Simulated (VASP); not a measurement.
Data:

```
Al2Pt
1.0
    0.00000     2.92885     2.92885
    2.92885     0.00000     2.92885
    2.92885     2.92885     0.00000
Al Pt
2 1
Cartesian
  1.46443   1.46443   1.46443
  4.39328   4.39328   4.39328
  0.00000   0.00000   0.00000
```

Level of theory: LDA (Ceperley-Alder, Perdew-Zunger) with spin-orbit coupling, VASP's LDA PAW potentials (set 64) (plane waves; VASP). Run with 400 eV cut-off, 8×8×8 Γ-centred mesh, Gaussian smearing of 0.050 eV, potentials Al Pt.

Question: What does the run give for the energy per atom (σ→0), band gap (over mesh and band path) with the smallest direct gap where there is one?

Answer: 
```json
{
 "band gap (over mesh and band path)": "none (metal, semimetal or under 0.01 eV)",
 "energy per atom (σ→0)": "-6.316 eV/atom"
}
```

Only differences to runs with the same potentials and settings are physical.

The compound is PtAl2 in the fluorite structure. It was relaxed first.
